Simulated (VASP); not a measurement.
CaSe (rock salt), at 0.96 of the tabulated volume:

```
CaSe
1.0
    0.00000     2.92000     2.92000
    2.92000     0.00000     2.92000
    2.92000     2.92000     0.00000
Ca Se
1 1
Direct
  0.00000   0.00000   0.00000
  0.50000   0.50000   0.50000
```

The lowest empty band near X, direction across the valley's axis, from mBJ (TB09) with spin-orbit coupling in VASP (PAW); its two spin partners are averaged. The gap over the points computed is 2.65 eV, and the next band on that side lies 2.47 eV away at the edge.

Numerical set-up: 400 eV cut-off, 9×9×9 Γ-centred mesh, Gaussian smearing of 0.050 eV, potentials Ca_sv Se.

| distance from the edge in k (1/Å) | distance in energy (meV) |
|---|---|
| 0.018 | 3.8 |
| 0.025 | 7.3 |
| 0.035 | 14.4 |
| 0.050 | 29.3 |
| 0.070 | 57.1 |

Question: Fit E(1 + αE) = ħ²k²/2m* (ħ²/2m0 = 3.810 eV Å²) and predict the row at 0.095 1/Å.

Answer: The rows don't resolve α, so a parabola serves: the electron mass is m* = 0.326 m0, and so 105.3 meV. The run gave 104.3 meV, -1.0 meV from the fit.

Left out are points under 3 meV from the edge, since the levels carry 0.1 meV, and points farther than half the way to the next band.

The compound is CaSe in the rock salt structure. The cell was not relaxed at this level.
